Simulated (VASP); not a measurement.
OSZICAR of a VASP run on NiO (rock salt, AFM-II order):

File OSZICAR:
```
       N       E                     dE             d eps       ncg     rms          rms(c)
DAV:   1     0.272788779353E+03    0.27279E+03   -0.15879E+04  5232   0.207E+03
DAV:   2     0.142922741872E+02   -0.25850E+03   -0.24141E+03  5392   0.408E+02
DAV:   3    -0.182599332789E+02   -0.32552E+02   -0.30973E+02  5924   0.162E+02
DAV:   4    -0.193585681809E+02   -0.10986E+01   -0.10880E+01  5828   0.318E+01
DAV:   5    -0.193905549538E+02   -0.31987E-01   -0.31960E-01  6256   0.508E+00    0.205E+01
DAV:   6    -0.162462338632E+02    0.31443E+01   -0.56521E+01  7704   0.113E+02    0.238E+01
DAV:   7    -0.139264873291E+02    0.23197E+01   -0.10334E+01  6992   0.994E+01    0.825E+00
DAV:   8    -0.142274819803E+02   -0.30099E+00   -0.27680E+00  5728   0.167E+01    0.544E+00
DAV:   9    -0.141951637126E+02    0.32318E-01   -0.58767E-01  8768   0.183E+01    0.281E+00
DAV:  10    -0.141960532618E+02   -0.88955E-03   -0.15623E-01  6940   0.813E+00    0.129E+00
DAV:  11    -0.141862879611E+02    0.97653E-02   -0.84003E-02  8480   0.601E+00    0.151E-01
DAV:  12    -0.141874465768E+02   -0.11586E-02   -0.11862E-02  5352   0.108E+00    0.142E-01
DAV:  13    -0.141873983090E+02    0.48268E-04   -0.11711E-03  6728   0.287E-01    0.774E-02
DAV:  14    -0.141874950267E+02   -0.96718E-04   -0.35027E-04  5584   0.462E-01    0.500E-02
DAV:  15    -0.141874853390E+02    0.96877E-05   -0.58432E-05  5384   0.109E-01    0.201E-02
DAV:  16    -0.141874730691E+02    0.12270E-04   -0.28158E-05  6900   0.813E-02    0.359E-03
DAV:  17    -0.141874733999E+02   -0.33080E-06   -0.91468E-07  2936   0.135E-02
   1 F= -.14187473E+02 E0= -.14187473E+02  d E =-.141875E+02  mag=    -0.0000
```

Problem. Which electronic solver shows in the log?

Solution. It is blocked Davidson (ALGO = Normal, or the opening steps of other solvers). The INCAR had ALGO = Normal.

Problem. How was spin treated?

Solution. Collinear spin (ISPIN = 2): the summary line carries one mag value, 0.00 μB in the cell.

Problem. Can the final energy be trusted as converged?

Solution. The run converged. It stopped with EDIFF = 1E-6, NELM = 100, NSW = 60 and EDIFFG = -0.02 after 1 ionic step (vdW-DF2, plane waves, VASP's PBE PAW potentials (set 64)).

The compound is NiO in the rock salt, AFM-II order structure. It was relaxed first, which changed the volume by +8 %. The start is the result of an earlier pass.
